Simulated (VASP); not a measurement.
Write the native input for VASP 6.6.1 that does the following.

| Item | Value |
| --- | --- |
| Task | single point |
| Functional | LDA |
| Potentials or basis | VASP PAW LDA potentials, release 64 (Zn, O) |
| Cutoff | 520 eV |
| k mesh | 9 × 9 × 6 |
| Occupations | gaussian, width 0.01 eV |
| Spin | no spin polarisation |
| Dipole correction | no |
| Further INCAR settings | ALGO = Normal; EDIFF = 1e-06; NBANDS = 26 |

The structure of ZnO (zincite) lies in POSCAR:

```
ZnO
1.0
    3.1868890943      0.0000000000      0.0000000000
   -1.5934445472      2.7599269147      0.0000000000
    0.0000000000      0.0000000000      5.1527079247
Zn O
2 2
Direct
    0.3333333333      0.6666666667      0.5003164210
    0.6666666667      0.3333333333      0.0003164210
    0.6666666667      0.3333333333      0.3786935790
    0.3333333333      0.6666666667      0.8786935790
```

The cell isn't the ideal one: cell and atoms relaxed tightly for response.

One way to write it, as run:

INCAR

```
SYSTEM = ZnO
  PREC = Accurate
  ENCUT = 520
  EDIFF = 1E-6
  ISMEAR = 0
  SIGMA = 0.01
  LREAL = .False.
  LASPH = .True.
  NELM = 80
  ALGO = Normal
  ISIF = 2
  LWAVE = .False.
  LCHARG = .False.
  NBANDS = 26
```

KPOINTS

```
regular mesh
0
Gamma
  9 9 6
  0 0 0
```

Potentials or basis: VASP PAW LDA potentials, release 64 (Zn, O).

Run with:

```sh
$ cat potpaw_LDA.64/Zn/POTCAR potpaw_LDA.64/O/POTCAR > POTCAR
$ mpirun -np 1 vasp_std > vasp.out
```

Results of the run:

```json
{
 "Pressure": "1.1 GPa",
 "Band gap on the k mesh": "0.81 eV, direct"
}
```

It took 28 s on 1 thread of Intel(R) Xeon(R) Platinum 8488C (Sapphire Rapids), on a shared host, peak memory 0.17 GiB.
